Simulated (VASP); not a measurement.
# NaAg2 in VASP: a series of runs, part 2 of 3

VASP 6.6.1. The steps go on from the part before.

### Step 3. Single point, PBE

Input file INCAR:

```
ALGO = Fast ; EDIFF = 1E-6
ENCUT = 520 ; GGA = PE
ISIF = 2 ; ISMEAR = -1
LASPH = True ; LCHARG = False
LREAL = False ; LWAVE = False
NBANDS = 70 ; NELM = 100
PREC = Accurate ; SIGMA = 0.1
```

Input file KPOINTS:

```
k-points
0
Gamma
  3 2 2
```

Input file POSCAR:

```
NaAg2
1.0
    4.6018060000      0.3773060000      0.8419190000
    0.2114120000      7.7487300000      0.4559350000
   -2.0514820000      1.1753170000      7.0047820000
Ag Na
8 4
Direct
    0.5577943313      0.0296335865      0.1414003127
    0.0378478978      0.0774953984      0.7020964066
    0.1777119126      0.7290864535      0.6879243254
    0.5974272884      0.3872484666      0.1643516508
    0.6458875042      0.7459680117      0.9187019829
    0.7797517784      0.6830184516      0.2975447551
    0.1102359559      0.8759355134      0.0536191699
    0.5133611078      0.1902294591      0.7953752538
    0.7624568941      0.4910364508      0.6883705089
    0.2369787362      0.4200628432      0.4335936146
    0.5971916708      0.9247001674      0.5427549087
    0.0602409895      0.1151783157      0.3137758093
```

Potentials or basis: VASP PAW PBE potentials, release 64 (Ag, Na_pv).

On the command line:

```console
> cat potpaw_PBE.64/Ag/POTCAR potpaw_PBE.64/Na_pv/POTCAR > POTCAR
> mpirun -np 1 vasp_std > vasp.out
```

OUTCAR:

```text
EDIFF = 1E-6
   ENCUT = 520
   GGA = PE
   ISIF = 2
   ISMEAR = -1
   LASPH = True
   LREAL = False
   NELM = 100
   PREC = Accurate

 ion  position               nearest neighbor table
   1  0.558  0.030  0.141-   8 2.58   7 2.63   6 2.74  12 2.79  12 2.83   4 2.84  11 2.89   7 2.91
                             5 3.02
   2  0.038  0.077  0.702-   8 2.58   8 2.71   7 2.71   3 2.73  11 2.79  12 2.84  11 3.18   5 3.54

   3  0.178  0.729  0.688-   5 2.69   2 2.73  11 2.78   9 2.84  11 2.95   9 3.12   5 3.15   7 3.17
                             6 3.40
   4  0.597  0.387  0.164-  10 2.76  12 2.82   1 2.84   6 2.87   5 3.04   8 3.41
   5  0.646  0.746  0.919-   3 2.69   7 2.70   6 2.74  11 2.81   9 2.90   7 2.93   1 3.02   4 3.04
                             3 3.15   8 3.35   2 3.54
   6  0.780  0.683  0.298-   1 2.74  10 2.74   5 2.74   7 2.80   4 2.87  11 2.97   9 2.98   3 3.40
                             7 3.48
   7  0.110  0.876  0.054-   1 2.63   5 2.70   2 2.71   6 2.80   1 2.91   5 2.93  12 2.94   3 3.17
                             6 3.48   8 3.60   8 3.60
   8  0.513  0.190  0.795-   2 2.58   1 2.58   2 2.71   9 2.74  10 2.98  11 3.07   5 3.35   4 3.41
                             7 3.60   7 3.60
   9  0.762  0.491  0.688-   8 2.74   3 2.84   5 2.90   6 2.98   3 3.12
  10  0.237  0.420  0.434-   6 2.74   4 2.76   8 2.98
  11  0.597  0.925  0.543-   3 2.78   2 2.79   5 2.81   1 2.89   3 2.95   6 2.97   8 3.07   2 3.18

  12  0.060  0.115  0.314-   1 2.79   4 2.82   1 2.83   2 2.84   7 2.94

  LATTYP: Found a triclinic cell.
 ALAT       =     4.6933789408
 B/A-ratio  =     2.6078553402
 C/A-ratio  =     1.9397670670
 COS(alpha) =     0.0007641818
 COS(beta)  =     0.5880672415
 COS(gamma) =     0.6384439320

  Lattice vectors:

 A1 = (   4.6018060000,   0.3773060000,   0.8419190000)
 A2 = (   6.9407180000,  -5.8188010000,   8.2326850000)
 A3 = (   6.6532880000,  -0.7980110000,  -6.1628630000)

Analysis of symmetry for initial positions (statically):
=====================================================================
 Subroutine PRICEL returns:
 Original cell was already a primitive cell.

 Routine SETGRP: Setting up the symmetry group for a
 triclinic supercell.

 Subroutine GETGRP returns: Found  1 space group operations
 (whereof  1 operations were pure point group operations)
 out of a pool of  2 trial point group operations.

The static configuration has the point symmetry C_1 .

Analysis of symmetry for dynamics (positions and initial velocities):
=====================================================================
 Subroutine PRICEL returns:
 Original cell was already a primitive cell.

 Routine SETGRP: Setting up the symmetry group for a
 triclinic supercell.

 Subroutine GETGRP returns: Found  1 space group operations
 (whereof  1 operations were pure point group operations)
 out of a pool of  2 trial point group operations.

The dynamic configuration has the point symmetry C_1 .

 Subroutine INISYM returns: Found  1 space group operations
 (whereof  1 operations are pure point group operations),
 and found     1 'primitive' translations

----------------------------------------------------------------------------------------

                                     Primitive cell

[... 77 lines left out ...]
   total plane-waves  NPLWV = 120960
   dimension x,y,z NGX =    36 NGY =   60 NGZ =   56
   dimension x,y,z NGXF=    72 NGYF=  120 NGZF=  112
   ions per type =               8   4
   NGX,Y,Z   is equivalent  to a cutoff of  12.75, 12.85, 12.59 a.u.
   NGXF,Y,Z  is equivalent  to a cutoff of  25.50, 25.69, 25.19 a.u.
 SYSTEM =  unknown system
   PREC   = accura    normal or accurate (medium, high low for compatibility)
   ISTART =      0    job   : 0-new  1-cont  2-samecut
   ICHARG =      2    charge: 1-file 2-atom 10-const
   ISPIN  =      1    spin polarized calculation?
   LNONCOLLINEAR =      F non collinear calculations
   LSORBIT =      F    spin-orbit coupling
   LASPH  =      T    aspherical Exc in radial PAW
   ENCUT  =  520.0 eV  38.22 Ry    6.18 a.u.   8.73 14.44 13.75*2*pi/ulx,y,z
   NELM   =    100;   NELMIN=  2; NELMDL= -5     # of ELM steps
   EDIFF  = 0.1E-05   stopping-criterion for ELM
   LREAL  =      F    real-space projection
   EDIFFG = 0.1E-04   stopping-criterion for IOM
   NSW    =      0    number of steps for IOM
   IBRION =     -1    ionic relax: 0-MD 1-quasi-New 2-CG
   NFREE  =      0    steps in history (QN), initial steepest desc. (CG)
   ISIF   =      2    stress and relaxation
   ISYM   =      2    0-nonsym 1-usesym 2-fastsym
   POTIM  = 0.5000    time-step for ionic-motion
   TEBEG  =    0.0;   TEEND  =   0.0 temperature during run
   PSTRESS=    0.0 pullay stress
   NELECT =     116.0000    total number of electrons
   NUPDOWN=      -1.0000    fix difference up-down
   EMIN   =  10.00;   EMAX   =-10.00  energy-range for DOS
   EFERMI =   0.00;   METHOD = LEGACY
   ISMEAR =    -1;   SIGMA  =   0.10  broadening in eV -4-tet -1-fermi 0-gaus
   EFERMI_NEDOS =   21; number of points for ismear=-14 and -15
   IALGO  =     68    algorithm
   IMIX   =      4    mixing-type and parameters
     AMIX     =   0.40;   BMIX     =  1.00
     AMIX_MAG =   1.60;   BMIX_MAG =  1.00
  volume/ion in A,a.u.               =      21.67       146.21
  Fermi-wavevector in a.u.,A,eV,Ry     =   1.250952  2.363956 21.291482  1.564880
  Thomas-Fermi vector in A             =   2.384922
   LORBIT       =      0    0 simple, 1 ext, 2 COOP (PROOUT), +10 PAW based schemes
   GGA     = PE    functional components
   LHFCALC =     F    Hartree Fock is set to
   AEXX    =    0.0000 exact exchange contribution
   IVDW    =     0    specifies the selected vdW correction
   LEPSILON=     F    determine dielectric tensor
   LRPA    =     F    only Hartree local field effects (RPA)
 non-spin polarized calculation
 RMM-DIIS sequential band-by-band and
  energy-cutoff  :      520.00
  volume of cell :      259.99
 maximum number of plane-waves:      7018
 NGX is ok and might be reduce to    36
   NGX = 17   NGY = 29   NGZ = 27

 number of electron     116.0000014 magnetization

 Free energy of the ion-electron system (eV)
  ---------------------------------------------------
  ext. energy  EPLUGINS =         0.00000000
  ---------------------------------------------------
  free energy    TOTEN  =       -24.54342715 eV

  energy without entropy =      -24.44413695  energy(sigma->0) =      -24.49378205

 E-fermi :   4.2906     XC(G=0):  -9.7406

 val. band max:        4.1853749137   @ k =   0.0000   0.5000   0.0000
 cond. band min:       4.3097964875   @ k =   0.0000   0.0000   0.0000
 fundamental gap:      0.1244215738
 Fermi energy:         4.2906050564

 k-point     1 :       0.0000    0.0000    0.0000
  band No.  band energies     occupation
      1     -19.9846      2.00000
      2     -19.9406      2.00000
      3     -19.9217      2.00000
      4     -19.8225      2.00000
      5     -19.8029      2.00000
      6     -19.7882      2.00000
[... 573 lines left out ...]
     69       9.5584      0.00000
     70       9.7708      0.00000

------------------------ aborting loop because EDIFF is reached ----------------------------------------

  FORCE on cell =-STRESS in cart. coord.  units (eV):
  Direction    XX          YY          ZZ          XY          YZ          ZX
  --------------------------------------------------------------------------------------
  -------------------------------------------------------------------------------------
  Total        9.3349637      5.0123997      9.0100034      2.8001491     -0.5197979      1.4549326
  in kB       57.5257370     30.8883887     55.5232035     17.2556256     -3.2031999      8.9658697
  external PRESSURE =      47.9791097 kB  Pullay stress =       0.0000000 kB

 VOLUME and BASIS-vectors are now :
 -----------------------------------------------------------------------------
  energy-cutoff  :      520.00
  volume of cell :      259.99
      direct lattice vectors                 reciprocal lattice vectors
     4.601806000  0.377306000  0.841919000     0.206707005 -0.009293485  0.062097363
     0.211412000  7.748730000  0.455935000    -0.006359506  0.130626128 -0.023779972
    -2.051482000  1.175317000  7.004782000    -0.024430601 -0.007385335  0.136843826

 POSITION                                       TOTAL-FORCE (eV/Angst)
 -----------------------------------------------------------------------------------
      2.28305      0.60627      1.47361         0.422989      0.185245      0.407677
     -1.24979      1.43996      4.98523        -0.284038      0.159146     -0.125704
     -0.43933      6.52508      5.30079        -0.394399     -0.424010     -0.159335
      2.49395      3.41926      1.83079         0.256135      0.201265     -0.647415
      1.24526      7.10377      7.31921        -0.291321      0.041117      0.252216
      3.12226      5.93644      3.05214        -0.354764     -0.007982      0.212240
      0.58247      6.89200      0.86777         0.060201     -0.541912      0.110364
      0.77091      2.60255      6.09037         0.224429      0.304933      0.019637
      2.20031      4.90164      5.68769         0.113105     -0.203687      0.310366
      0.28983      3.85398      3.42827         0.158557      0.199851      0.132356
      1.83020      8.02848      4.72627         0.006509      0.151197     -0.321664
     -0.34214      1.28400      2.30116         0.082598     -0.065162     -0.190739
 -----------------------------------------------------------------------------------
    total drift:                               -0.000159     -0.000754      0.000026

  FREE ENERGIE OF THE ION-ELECTRON SYSTEM (eV)
  ---------------------------------------------------
  free  energy   TOTEN  =       -24.5434271478 eV

  energy  without entropy=      -24.4441369475  energy(sigma->0) =      -24.49378205
```

Run time: 2.1 min. Hardware: 1 thread of Intel Xeon Platinum 8488C (Sapphire Rapids), shared host; peak memory 0.39 GiB.

Results:

```yaml
Free_energy: -24.5434 eV
Pressure: 4.8 GPa
Largest_force: 0.725 eV/Å
Band_gap_on_the_k_mesh: none (metal or under the smearing width)
```

Forces on the atoms (eV/Å):
```
Ag   0.423  0.185  0.408
Ag  -0.284  0.159 -0.126
Ag  -0.394 -0.424 -0.159
Ag   0.256  0.201 -0.647
Ag  -0.291  0.041  0.252
Ag  -0.355 -0.008  0.212
Ag   0.060 -0.542  0.110
Ag   0.224  0.305  0.020
Na   0.113 -0.204  0.310
Na   0.159  0.200  0.132
Na   0.007  0.151 -0.322
Na   0.083 -0.065 -0.191
```

Caveat: the k mesh is coarse (spacing up to 0.45 Å⁻¹), so the values aren't converged.

[end of part 2 of 3]
